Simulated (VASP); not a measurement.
Given:

```
CELL_PARAMETERS angstrom
      4.04376     0.00000     0.00000
      0.00000     4.04376     0.00000
      0.00000     0.00000     4.04376
ATOMIC_POSITIONS crystal
  Sc 0.00000 0.00000 0.00000
  Al 0.00000 0.50000 0.50000
  Al 0.50000 0.00000 0.50000
  Al 0.50000 0.50000 0.00000
```

The numbers are results of r2SCAN meta-GGA, VASP's PBE PAW potentials (set 64) (plane waves; VASP), not measurements. Numerical set-up: 480 eV cut-off, 8×8×8 Γ-centred mesh, first-order Methfessel-Paxton smearing of 0.10 eV, potentials Sc_sv Al.

### Question
Give the stress tensor in GPa (positive for a compressed cell).

### Answer

```
3.11  0.00  0.00
0.00  3.11  0.00
0.00  0.00  3.11
```
The pressure is its mean diagonal, 3.11 GPa.

The compound is Al3Sc in the L1_2 structure. This cell was strained or had an atom moved on purpose.
